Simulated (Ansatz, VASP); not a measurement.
## LiGa (LiGa (Fd-3m)) in two plane-wave programs

Wanted: the spread between two codes on one cell, functional and k mesh. The cell is taken from a series of runs on this material, whose earlier steps may have relaxed, scaled, displaced or heated it; both programs get it as it stands.

Method: plane waves, with VASP 6.6.1 beside it; relaxation of cell and atoms at r2SCAN, in Ansatz 0.2.0.

**1. Starting point**

It takes space group Fd-3m (No. 227, cubic). Conventional cell: a = 6.162 Å, b = 6.162 Å, c = 6.162 Å, α = 90.00°, β = 90.00°, γ = 90.00°. Li has 4 Ga at 2.67 Å and 4 Li at 2.67 Å nearest. Nearest to Ga lie 4 Li at 2.67 Å and 4 Ga at 2.67 Å. Farther neighbours are not listed.

As a file:

```cif
data_structure
_symmetry_space_group_name_H-M 'P 1'
_symmetry_Int_Tables_number 1
_cell_length_a 4.3571
_cell_length_b 4.3571
_cell_length_c 4.3571
_cell_angle_alpha 60.000
_cell_angle_beta 60.000
_cell_angle_gamma 60.000
_cell_volume 58.49
loop_
_atom_site_label
_atom_site_type_symbol
_atom_site_fract_x
_atom_site_fract_y
_atom_site_fract_z
_atom_site_occupancy
Li1 Li 0.50000 0.50000 0.50000 1
Li2 Li 0.75000 0.75000 0.75000 1
Ga3 Ga 0.00000 0.00000 0.00000 1
Ga4 Ga 0.25000 0.25000 0.25000 1
```

**2. Ansatz: relaxation of cell and atoms, r2SCAN**

Ansatz runs on its PAW soft_1 files.

The relaxed volume is the usual yardstick between codes: in a stiff, nearly cubic crystal its relative difference is about their pressure difference at one cell divided by the bulk modulus.

The input, input.yaml:

```yaml
crystal:
  lattice:
    - [0.0, 3.0809132, 3.0809132]
    - [3.0809132, 0.0, 3.0809132]
    - [3.0809132, 3.0809132, 0.0]
  atoms:
    - { symbol: Li, position: [0.5, 0.5, 0.5] }
    - { symbol: Li, position: [0.75, 0.75, 0.75] }
    - { symbol: Ga, position: [0.0, 0.0, 0.0] }
    - { symbol: Ga, position: [0.25, 0.25, 0.25] }
basis:
  ecutwfc: 500
  xc_grid: 2
hamiltonian:
  xc: r2scan
  pseudopotentials: { kind: paw, azcp: { folder: soft_1 } }
kpoints:
  mp_grid: { grid: [11, 11, 11] }
scf:
  occupations: { method: fermi_dirac, width: 0.05 }
  max_iter: 150
output:
  forces: true
  stress: true
relax:
  f_tol: 0.01
  max_steps: 60
  cell: {}
checkpoint:
  write: "../r2scan.run"
  compress: false
  write_wavefunctions: false
  write_every: 100000
```

Launch:

```
$ ansatz run input.yaml --threads 4 --pin off --max-ram 6594MiB --backend cpu --events-out ev --progress --plain --runs-dir out
```

Numbers of over 12 decimals in the logs are rounded to 6 here.

The program printed:

```text
Engine: ansatz 0.2.0, aarch64-unknown-linux-gnu
Pseudopotentials: kind: paw
Pseudopotential: Li, paw, valence charge 3, recommended cutoff 500 eV (meta_gga), soft_1/Li.paw.azcp
Pseudopotential: Ga, paw, valence charge 13, recommended cutoff 500 eV (meta_gga), soft_1/Ga.paw.azcp
Functional definition: r2SCAN
  parameter k0 = 0.174
  parameter k1 = 0.065
  parameter a1 = 4.9479
  exchange = r2scan_x(k0 = k0, k1 = k1, a1 = a1)
  correlation = r2scan_c
Crystal: 4 atoms, lattice volume = 58.488 Å³
Basis set: ecut = 500 eV, 1459 PW (Γ), exchange–correlation on 64×64×64 points (8 copies of the dense FFT grid, shifted against one another)
Bands: 20, of which v1, the nominal top of the filled ones, is band 16 counted from 1 (15 counted from 0)
Symmetry: 48 space group operations
Space group: Fd-3m (ITA 227), of the structure as read, at distance tolerance 3.9e-5 Å
k-points: 56 of 1331
Non-local potential: Li, projectors of the file, l = 0: 3, l = 1: 2, l = 2: 1
Non-local potential: Ga, projectors of the file, l = 0: 2, l = 1: 2, l = 2: 3, l = 3: 1
PAW form: soft (Blöchl's): semilocal exchange-correlation on the pseudo side does not see the compensation charge
PAW frozen core: Ga, regenerated for the run's functional (the file was generated under x = pbe(κ = 0.804, μ = 0.219515), c = pbe(β = 0.066725))
PAW one-centre angular grid: Li, 302 points (default); XC on 295 of its mesh's 2161 points in the sphere
PAW one-centre angular grid: Ga, 590 points (default); XC on 160 Gauss nodes
Initial density: superposition of atomic densities (chi_scale 0.1, normalization cell, long waves kept (reshape's long-wave potential 0.00 eV rms))
Initial wavefunctions: pseudopotential atomic-orbital guess
Functional: x = r2scan, c = r2scan; τ floored in thin density (d = 2e-4 eV/Å³)
iter 1 solved again at ethr=1.28e-3 eV; its pass at ethr=3.10e-3 eV (dr2=4.09e-1 eV) is discarded
SCF iter   1: F=—  HF=-7992.003368 eV  |F-HF|=—  |Δ(HF+E_count)|=         —  Δρ=3.76e-2  dr2=4.12e-1  dr2_τ=6.20e-3  ethr=1.28e-3  ⟨swp⟩=1.0  Hψ=6084  notcnv=0
preconditioner: auto → Kerker (q_TF=auto, 2.467 Å⁻¹)  [metal: Δε(μ)=0.018 eV  Ē_g=15.023 eV  σ=0.050 eV  W_gap=0.09  n_scr=14 (ndim 8)  ℏωp=25.7 eV  f_vac=0.000  D(μ)=0.88/eV (n_scr^D=0)]
SCF iter   2: F=—  HF=-7992.184248 eV  |F-HF|=—  |Δ(HF+E_count)|=   1.81e-1  Δρ=2.63e-2  dr2=1.47e-1  dr2_τ=2.67e-3  ethr=1.28e-3  ⟨swp⟩=2.0  Hψ=2095  notcnv=0
SCF iter   3: F=—  HF=-7992.278523 eV  |F-HF|=—  |Δ(HF+E_count)|=   9.43e-2  Δρ=5.73e-3  dr2=1.79e-2  dr2_τ=2.08e-4  ethr=4.59e-4  ⟨swp⟩=2.1  Hψ=2142  notcnv=0
SCF iter   4: F=—  HF=-7992.270081 eV  |F-HF|=—  |Δ(HF+E_count)|=   8.44e-3  Δρ=1.65e-3  dr2=1.70e-3  dr2_τ=1.48e-5  ethr=5.61e-5  ⟨swp⟩=2.0  Hψ=2137  notcnv=0
SCF iter   5: F=—  HF=-7992.271378 eV  |F-HF|=—  |Δ(HF+E_count)|=   1.30e-3  Δρ=6.72e-4  dr2=3.30e-4  dr2_τ=1.06e-6  ethr=5.30e-6  ⟨swp⟩=2.0  Hψ=1434  notcnv=0
SCF iter   6: F=—  HF=-7992.271532 eV  |F-HF|=—  |Δ(HF+E_count)|=   1.54e-4  Δρ=1.61e-4  dr2=3.18e-5  dr2_τ=9.07e-8  ethr=1.03e-6  ⟨swp⟩=2.0  Hψ=1347  notcnv=0
SCF iter   7: F=—  HF=-7992.271532 eV  |F-HF|=—  |Δ(HF+E_count)|=   3.72e-7  Δρ=4.35e-5  dr2=7.25e-7  dr2_τ=1.03e-8  ethr=9.94e-8  ⟨swp⟩=2.0  Hψ=1877  notcnv=0
SCF iter   8: F=-7992.271532 eV  HF=-7992.271532 eV  |F-HF|=9.74e-9  |Δ(HF+E_count)|=   6.58e-7  Δρ=1.05e-5  dr2=2.71e-8  dr2_τ=2.75e-10  ethr=3.13e-10  ⟨swp⟩=4.0  Hψ=4046  notcnv=0
SCF 1 converged in 8 iterations: F = -7992.271532 eV  dr2 = 2.71e-8
  greatest PAW one-centre occupation: 0.999 electrons in one spin orbital (limit 2), on the Li atom at site 1 (counted from 0), in its partial waves of l = 0
relax step   1: F+E_penalty+E_count = -7992.27153230 eV  Δ(F+E_penalty+E_count) = +0.000e0 eV  max|allowed force component| = 7.879e-18 eV/Å  Δτ_max = 0.0000 Å  P = +0.221 GPa  Ω = 58.488 Å³  (8 SCF iters, dr2 threshold 1.00e-7 eV, accepted)
[...]
relax step   2: F+E_penalty+E_count = -7992.27163776 eV  Δ(F+E_penalty+E_count) = -1.055e-4 eV  max|allowed force component| = 3.972e-17 eV/Å  Δτ_max = 0.0000 Å  P = +0.024 GPa  Ω = 58.714 Å³  energy of the carried Pulay correction = -6.650e-5 eV  (4 SCF iters, dr2 threshold 1.22e-7 eV, accepted)
[...]
relax step   3: F+E_penalty+E_count = -7992.27171548 eV  Δ(F+E_penalty+E_count) = -7.773e-5 eV  max|allowed force component| = 2.920e-17 eV/Å  Δτ_max = 0.0000 Å  P = +0.025 GPa  Ω = 58.714 Å³  stress off target by 2.52e-2 GPa  SCF on the basis re-selected at this cell (its energy is not comparable with the rows above)  (5 SCF iters)
basis re-selected at this cell: Δ(F+E_penalty+E_count) = -7.773e-5 eV, ΔP = +0.001 GPa vs the last step (what re-selecting the basis moved, of the pressure what is left beyond the Pulay correction that the steps carried, after the strain that the cell walked since its last selection, with what the two solves' SCF thresholds leave and, on support functions, any second-order correction that the steps lacked; it is no m [...]
SCF converged after 5 iterations
Free energy (F): -7992.271715 eV
Harris-Foulkes:  -7992.271715 eV  (|F-HF|=1.00e-11)
Internal energy: -7992.268147 eV  (E = F + TS)
E sigma→0 (E₀):  -7992.269931 eV
Entropy (-TS):   -0.003568 eV (-0.892 meV/atom)
Fermi energy:    8.609242 eV
--- Per-component energies (eV) ---
  E_band       = -284.711709
  E_kinetic    = 256.756734
  E_local      = -3194.869708  (includes V_loc(G=0)·N_el)
  E_nonlocal   = -223.553627
  E_hartree    = 1945.016479
  E_xc         = -133.194153
  E_vxc        = -141.751419  (∫ρ·V_xc dr)
  E_paw        = -4058.876225  (= ΣΔE_a)
  E_vpaw       = -879.229558  (= ΣTr[D̂ρ^β])
  E_aug_tail   = 0.000348  (compensation charges beyond the density's cutoff)
  E_vtau       = 7.902667  (kinetic-family band-sum trace: ∫τ·v_τ [+ j·A + Jᵃ·Aᵃ] dr)
  E_ewald      = -2582.241863
  E_core_change = -1.306131  (= ΣΔE_core)
  E_smearing   = -0.003568  (= −TS)
  E_closure    = 0.000000  (closes the sum)
  Σ components = -7992.271715   (vs F -7992.271715, Δ=0.00e0)
--- Forces (eV/Å), atoms counted from 1 ---
  atom   1  Li     0.00000000     0.00000000     0.00000000
  atom   2  Li    -0.00000000    -0.00000000    -0.00000000
  atom   3  Ga     0.00000000     0.00000000     0.00000000
  atom   4  Ga     0.00000000    -0.00000000    -0.00000000
  max |Σ_I F_I| component: 1.73e-18 eV/Å
--- Stress (GPa, compression-positive) ---
        0.025178       0.000000       0.000000
        0.000000       0.025178      -0.000000
        0.000000       0.000000       0.025178
  P = ⅓ Tr σ = 0.0252 GPa (0.252 kbar)
--- Relaxed structure (2 steps of the walk, 2 accepted, 1 SCFs on fresh bases) ---
  F+E_penalty+E_count = -7992.27171548 eV   max|allowed force component| = 2.920e-17 eV/Å   (the final SCF, on the basis selected at the relaxed cell)
  cell:  # Å, volume = 58.7140 Å³
    - [0, 3.084872, 3.084872]
    - [3.084872, 0, 3.084872]
    - [3.084872, 3.084872, 0]
  atoms:
    - { symbol: Li, position: [0.5, 0.5, 0.5] }
    - { symbol: Li, position: [0.75, 0.75, 0.75] }
    - { symbol: Ga, position: [0, 0, 0] }
    - { symbol: Ga, position: [0.25, 0.25, 0.25] }
```

Reading the cycles: dr2 is the Hartree energy of the density residual (eV), the measure of convergence; HF is the Harris–Foulkes estimate of the energy, which meets the free energy F at convergence.

**3. VASP: relaxation of cell and atoms, r2SCAN**

The same cell, functional, mesh and smearing now go to VASP, with its own data sets.

Lines of VASP's logs that name or quote its potential files are left out, and so is its time.

The input, INCAR:

```
SYSTEM = LiGa
PREC = Accurate
ENCUT = 830
EDIFF = 1E-07
NELM = 120
ISMEAR = -1
SIGMA = 0.05
LREAL = .FALSE.
ALGO = Normal
METAGGA = R2SCAN
LASPH = .TRUE.
NBANDS = 22
LORBIT = 11
LWAVE = .FALSE.
LCHARG = .FALSE.
ISIF = 3
IBRION = 2
NSW = 80
EDIFFG = -0.005
GGA_COMPAT = .FALSE.
NELMIN = 4
LMIXTAU = .TRUE.
```

The input, POSCAR:

```
LiGa
1.0
    0.0000000000      3.0809130000      3.0809130000
    3.0809130000      0.0000000000      3.0809130000
    3.0809130000      3.0809130000      0.0000000000
Li Ga
2 2
Direct
    0.5000000000      0.5000000000      0.5000000000
    0.7500000811      0.7500000811      0.7500000811
    0.0000000000      0.0000000000      0.0000000000
    0.2500000811      0.2500000811      0.2500000811
```

The input, KPOINTS:

```
Automatic mesh
0
Gamma
11 11 11
0 0 0
```

The projector-augmented-wave data sets are Li_sv and Ga_d (PBE family, release 64).

Launch:

```
$ mpirun -np 1 vasp_std
```

The program printed:

```text
[banner, memory and clock lines left out]
running    1 mpi-ranks, on    1 nodes
 distrk:  each k-point on    1 cores,    1 groups
 distr:  one band on    1 cores,    1 groups

 POSCAR found type information on POSCAR LiGa
 POSCAR found :  2 types and       4 ions
|                                                                             |
|               ----> ADVICE to this user running VASP <----                  |
|                                                                             |
|     You enforced a specific xc type in the INCAR file but a different       |
|     [... a line on the potential file left out ...]
|     I HOPE YOU KNOW WHAT YOU ARE DOING!                                     |
|                                                                             |

 LDA part: xc-table for (None), standard interpolation
 POSCAR, INCAR and KPOINTS ok, starting setup
 FFT: planning ... GRIDC
 FFT: planning ... GRID_SOFT
 FFT: planning ... GRID
 WAVECAR not read
 entering main loop
       N       E                     dE             d eps       ncg     rms          rms(c)
DAV:   1     0.190733800869E+03    0.19073E+03   -0.20822E+04  2566   0.317E+03
DAV:   2    -0.504837736666E+01   -0.19578E+03   -0.18854E+03  2518   0.555E+02
DAV:   3    -0.294216249318E+02   -0.24373E+02   -0.24046E+02  3772   0.136E+02
DAV:   4    -0.320431027519E+02   -0.26215E+01   -0.25479E+01  4292   0.342E+01
DAV:   5    -0.321833962846E+02   -0.14029E+00   -0.14013E+00  3174   0.569E+00    0.220E+00
DAV:   6    -0.294723266218E+02    0.27111E+01   -0.13727E+00  3582   0.166E+01    0.129E+00
DAV:   7    -0.289185630647E+02    0.55376E+00   -0.36368E-01  2802   0.605E+00    0.911E-01
DAV:   8    -0.291586661576E+02   -0.24010E+00   -0.12286E-01  2784   0.258E+00    0.553E-01
DAV:   9    -0.291839546820E+02   -0.25289E-01   -0.55411E-02  2524   0.193E+00    0.134E-01
DAV:  10    -0.291684838040E+02    0.15471E-01   -0.24456E-02  2722   0.130E+00    0.766E-02
DAV:  11    -0.291828759590E+02   -0.14392E-01   -0.33625E-03  2840   0.445E-01    0.539E-02
DAV:  12    -0.291880981634E+02   -0.52222E-02   -0.25100E-03  2894   0.494E-01    0.154E-02
DAV:  13    -0.291885539254E+02   -0.45576E-03   -0.36871E-04  3384   0.232E-01    0.106E-02
DAV:  14    -0.291885026946E+02    0.51231E-04   -0.16145E-04  2768   0.126E-01    0.109E-02
DAV:  15    -0.291886035703E+02   -0.10088E-03   -0.62019E-05  2814   0.557E-02    0.420E-03
DAV:  16    -0.291886072072E+02   -0.36369E-05   -0.56253E-05  2650   0.678E-02    0.276E-03
DAV:  17    -0.291886345869E+02   -0.27380E-04   -0.12486E-05  2730   0.295E-02    0.510E-04
DAV:  18    -0.291886381557E+02   -0.35688E-05   -0.17064E-06  3046   0.131E-02    0.570E-04
DAV:  19    -0.291886383272E+02   -0.17157E-06   -0.17784E-07  2452   0.442E-03    0.351E-04
DAV:  20    -0.291886395017E+02   -0.11744E-05   -0.16057E-07  2308   0.368E-03    0.896E-05
DAV:  21    -0.291886392540E+02    0.24764E-06   -0.21883E-08  1616   0.156E-03    0.742E-05
DAV:  22    -0.291886392205E+02    0.33475E-07   -0.14314E-08  1490   0.128E-03
   1 F= -.29188639E+02 E0= -.29186949E+02  d E =-.291886E+02
 curvature:   0.00 expect dE= 0.000E+00 dE for cont linesearch  0.000E+00
 trial: gam= 0.00000 g(F)=  0.281E-40 g(S)=  0.453E-04 ort = 0.000E+00 (trialstep = 0.100E+01)
 search vector abs. value=  0.453E-04
 bond charge predicted
       N       E                     dE             d eps       ncg     rms          rms(c)
DAV:   1    -0.291891659951E+02   -0.52674E-03   -0.59893E-03  2710   0.112E+00    0.129E-01
DAV:   2    -0.291887580695E+02    0.40793E-03   -0.73869E-04  3028   0.405E-01    0.602E-02
DAV:   3    -0.291886467700E+02    0.11130E-03   -0.12444E-04  3236   0.153E-01    0.161E-02
DAV:   4    -0.291886006485E+02    0.46122E-04   -0.11357E-04  2488   0.112E-01    0.430E-03
DAV:   5    -0.291886534782E+02   -0.52830E-04   -0.18990E-05  2526   0.345E-02    0.143E-03
DAV:   6    -0.291886588583E+02   -0.53801E-05   -0.25184E-06  2620   0.142E-02    0.542E-04
DAV:   7    -0.291886609486E+02   -0.20903E-05   -0.31543E-07  3042   0.535E-03    0.203E-04
DAV:   8    -0.291886617673E+02   -0.81867E-06   -0.76965E-08  1816   0.263E-03    0.717E-05
DAV:   9    -0.291886625024E+02   -0.73513E-06   -0.12923E-08  1394   0.113E-03    0.215E-05
DAV:  10    -0.291886623599E+02    0.14249E-06   -0.56801E-09  1358   0.843E-04    0.194E-05
DAV:  11    -0.291886623785E+02   -0.18645E-07   -0.28756E-09  1322   0.532E-04
   2 F= -.29188662E+02 E0= -.29186972E+02  d E =-.231580E-04
 trial-energy change:   -0.000023  1 .order   -0.000029   -0.000045   -0.000013
 step:   1.3966(harm=  1.3966)  dis= 0.00000  next Energy=   -29.188671 (dE=-0.316E-04)
 reached required accuracy - stopping structural energy minimisation
```

OUTCAR, selected parts (step 3):

```text
ion  position               nearest neighbor table
   1  0.500  0.500  0.500-   4 2.67   4 2.67   4 2.67   4 2.67
   2  0.750  0.750  0.750-   3 2.67   3 2.67   3 2.67   3 2.67
   3  0.000  0.000  0.000-   2 2.67   4 2.67   4 2.67   4 2.67   2 2.67   2 2.67   2 2.67   4 2.67

  LATTYP: Found a face centered cubic cell.
 ALAT       =     6.1618260000

 Subroutine GETGRP returns: Found 48 space group operations
 (whereof 24 operations were pure point group operations)

The static configuration has the point symmetry T_d .
 The point group associated with its full space group is O_h .

 Found     56 irreducible k-points:

   k-points           NKPTS =     56   k-points in BZ     NKDIM =     56   number of bands    NBANDS=     22

   dimension x,y,z NGX =    42 NGY =   42 NGZ =   42
   dimension x,y,z NGXF=    84 NGYF=   84 NGZF=   84

   ENCUT  =  830.0 eV  61.00 Ry    7.81 a.u.  10.24 10.24 10.24*2*pi/ulx,y,z

   NELECT =      32.0000    total number of electrons

 k-points in reciprocal lattice and weights: Automatic mesh
   0.00000000  0.00000000  0.00000000       0.001
   0.09090909  0.00000000  0.00000000       0.006
   0.18181818  0.00000000  0.00000000       0.006
   0.27272727  0.00000000  0.00000000       0.006
   0.36363636  0.00000000  0.00000000       0.006
   0.45454545  0.00000000  0.00000000       0.006
   0.09090909  0.09090909  0.00000000       0.005
   0.18181818  0.09090909  0.00000000       0.018
   0.27272727  0.09090909  0.00000000       0.018
[...]
-0.36363636  0.45454545  0.18181818       0.018
  -0.27272727  0.45454545  0.18181818       0.018

 average (electrostatic) potential at core
       1 -65.4895       2 -65.4895       3 -70.1280       4 -70.1280

 E-fermi :   5.7500

 k-point     1 :       0.0000    0.0000    0.0000
  band No.  band energies     occupation
    ...
      9     -10.3061      2.00000
     10     -10.3061      2.00000
     11     -10.2490      2.00000
     12     -10.2490      2.00000
     13      -5.5577      2.00000
     14       6.0113      0.01069
     15       6.0113      0.01069
     16       6.0113      0.01069
     17       6.5662      0.00000
     18       6.5949      0.00000
    ...

 k-point     2 :       0.0909    0.0000    0.0000
  band No.  band energies     occupation
    ...
     12     -10.2471      2.00000
     13      -5.4725      2.00000
     14       4.3761      2.00000
     15       5.5661      1.95075
     16       5.5661      1.95074
     17       6.4868      0.00000
     18       7.1227      0.00000
     19       7.1227      0.00000
     20       8.2884      0.00000
     21       9.9729      0.00000
    ...

 k-point     3 :       0.1818    0.0000    0.0000
  band No.  band energies     occupation
    ...
     12     -10.2435      2.00000
     13      -5.2203      2.00000
     14       2.6421      2.00000
     15       5.0605      2.00000
     16       5.0605      2.00000
     17       6.2735      0.00006
     18       7.6086      0.00000
     19       7.6086      0.00000
     20       9.6340      0.00000
     21       9.6340      0.00000
    ...

  Total        0.0100474      0.0100474      0.0100474      0.0000000     -0.0000000     -0.0000000
  in kB        0.2748768      0.2748768      0.2748768      0.0000000     -0.0000000     -0.0000000
  external PRESSURE =       0.2748768 kB  Pullay stress =       0.0000000 kB

  energy-cutoff  :      830.00
  volume of cell :       58.56
      direct lattice vectors                 reciprocal lattice vectors
     0.000000000  3.082227619  3.082227619    -0.162220336  0.162220336  0.162220336
     3.082227619  0.000000000  3.082227619     0.162220336 -0.162220336  0.162220336
     3.082227619  3.082227619 -0.000000000     0.162220336  0.162220336 -0.162220336

 POSITION                                       TOTAL-FORCE (eV/Angst)
 -----------------------------------------------------------------------------------
      3.08223      3.08223      3.08223        -0.000000     -0.000000      0.000000
      4.62334      4.62334      4.62334         0.000000      0.000000     -0.000000
      6.16446      6.16446      6.16446         0.000000      0.000000      0.000000
      1.54111      1.54111      1.54111        -0.000000     -0.000000     -0.000000
 -----------------------------------------------------------------------------------
    total drift:                                0.000039      0.000039      0.000079

  FREE ENERGIE OF THE ION-ELECTRON SYSTEM (eV)
  ---------------------------------------------------
  free  energy   TOTEN  =       -29.1886623785 eV

  energy  without entropy=      -29.1852816630  energy(sigma->0) =      -29.18697202

 reached required accuracy - stopping structural energy minimisation

 total charge
# of ion       s       p       d       tot
------------------------------------------
    1        2.019   0.020   0.000   2.039
    2        2.019   0.020   0.000   2.039
    3        0.871   0.850   9.934  11.656
    4        0.871   0.850   9.934  11.656
--------------------------------------------------
tot          5.780   1.742  19.868  27.390

[... 3 further parts left out ...]
```

**4. Differences**

Known differences besides the potentials themselves: VASP keeps PBE cores, Ansatz makes them for the functional; the cutoff is 500 eV in Ansatz and 830 eV in VASP; Ansatz adds a Pulay correction to the stress that steers its cell, VASP none. Total energies have different zeros and are not compared.

Compared:

```tsv
quantity	Ansatz	VASP	difference
volume (Å³)	58.71	58.56	+0.26 %
edge a after relaxation, in the typed setting (Å)	4.363	4.359	+0.09 %
```

**5. Outcome**

```
difference in volume (relaxation of cell and atoms, r2SCAN) : 0.26 %
```

In words: The difference in volume is 0.26 % (relaxation of cell and atoms, r2SCAN), within the 1.2 % picked in this series as the mark of a large difference, as far as the stopping tolerances let one tell. How closely two codes agree says nothing of how well the functional describes the real material.

[Lines on the potential files, build, host, timing and source positions are cut from VASP's logs without a mark.]

[Logs are printed without paths, hosts, clocks, repeated set-up lines and the standing remarks that a program may print on its own settings, such as how far it seeks lower states.]

[Hosts, paths, dates, database ids (printed as entryN), source tags and the programs' standing remarks are cut or masked in the printed files.]
